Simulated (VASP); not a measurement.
Data:

```
CELL_PARAMETERS angstrom
      3.09723     0.00000     0.00000
     -1.54862     2.68228     0.00000
      0.00000     0.00000     5.99280
ATOMIC_POSITIONS crystal
  V  0.00000 0.00000 0.00000
  V  0.00000 0.00000 0.50000
  S  0.66667 0.33333 0.25000
  S  0.33333 0.66667 0.75000
```

The numbers are results of LDA (Ceperley-Alder, Perdew-Zunger), VASP's LDA PAW potentials (set 64) (plane waves; VASP), not measurements. Settings: 400 eV cut-off, Gaussian smearing of 0.050 eV, potentials V_sv S.

Q: Give the energies of bands 11 to 22 at the high-symmetry points, in eV from the Fermi level.

A: 
```csv
band,Γ,M,K,A,L,H
11,-8.97,-8.90,-7.65,-6.79,-8.28,-7.38
12,-4.48,-7.07,-7.36,-6.79,-8.28,-7.38
13,-4.48,-6.54,-7.36,-3.63,-5.74,-6.68
14,-3.32,-5.47,-5.91,-3.63,-5.74,-6.68
15,-3.21,-5.15,-5.91,-3.63,-4.43,-5.86
16,-1.35,-3.27,-5.46,-3.63,-4.43,-5.86
17,-1.35,-3.14,-0.80,-0.67,-2.17,-1.24
18,-1.24,-1.67,-0.80,-0.67,-2.17,-1.24
19,-1.24,-0.21,0.14,-0.43,1.13,0.73
20,-0.98,1.05,0.14,-0.43,1.13,0.73
21,-0.98,1.24,0.27,-0.43,1.24,1.15
22,0.57,1.47,1.27,-0.43,1.24,1.15
```

It has no gap at this level: it comes out as a metal or semimetal.

The structure comes from a computed database's VS entry (P6_3/mmc); how it stands against other phases isn't given here. It was relaxed first, which changed the volume by -7 %. The run is not spin-polarised, so no magnetic state was tried.
